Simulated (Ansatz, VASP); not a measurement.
MoI in VASP and in Ansatz

```
CELL_PARAMETERS angstrom
0.00000 3.11396 3.11396
3.11396 0.00000 3.11396
3.11396 3.11396 0.00000
ATOMIC_POSITIONS crystal
Mo 0.00000 0.00000 0.00000
I 0.75000 0.75000 0.75000
```

Change from the starting cell: volume scaled by 0.94.

Alike in both runs: task single point; functional PBE; k mesh 7 × 7 × 7; occupations fermi-dirac, width 0.05 eV; no spin polarisation.

|  | VASP | Ansatz |
| --- | --- | --- |
| version | VASP 6.6.1 | Ansatz 0.2.0 |
| potentials or method | VASP PAW PBE potentials, release 64 (Mo_sv, I), cutoff 520 eV | all-electron LAPW, scalar-relativistic |

```csv
,VASP,Ansatz,Ansatz less VASP
gap on the k mesh at the Fermi level (eV),none,none,-
pressure (GPa),-4.6,-4.6,+0.06
```

A gap of «none» marks a metal or a gap that the smearing closes. Ansatz ran all-electron here, so the differences hold the error of VASP's frozen core and of both bases.

Caveats: an odd number of electrons without spin polarisation forces a metal; a magnetic or distorted state may lie lower. Spin-orbit coupling is left out, which matters for the levels of I.
